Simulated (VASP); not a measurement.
Shape and ions are relaxed at each volume.

```
CELL_PARAMETERS angstrom
      1.62303    -2.81117     0.00000
      1.62303     2.81117     0.00000
      0.00000     0.00000     5.21862
ATOMIC_POSITIONS crystal
  Zr 0.33333 0.66667 0.25000
  Zr 0.66667 0.33333 0.75000
```

These are revPBE GGA, VASP's PBE PAW potentials (set 64) (plane waves; VASP) values and carry that method's errors. Run with 520 eV cut-off, 13×13×7 Γ-centred mesh, first-order Methfessel-Paxton smearing of 0.10 eV, potentials Zr_sv.

Task: Give the energy at these volumes per atom, relative to the lowest: 22.39, 23.10, 23.82, 24.53, 25.24 Å³.

Result: 26.3, 6.3, 0.0, 5.9, 22.3 meV/atom. A third-order Birch-Murnaghan fit gives B0 = 90.4 GPa and B0′ = 3.4.

The compound is Zr in the hcp structure. It was relaxed first.
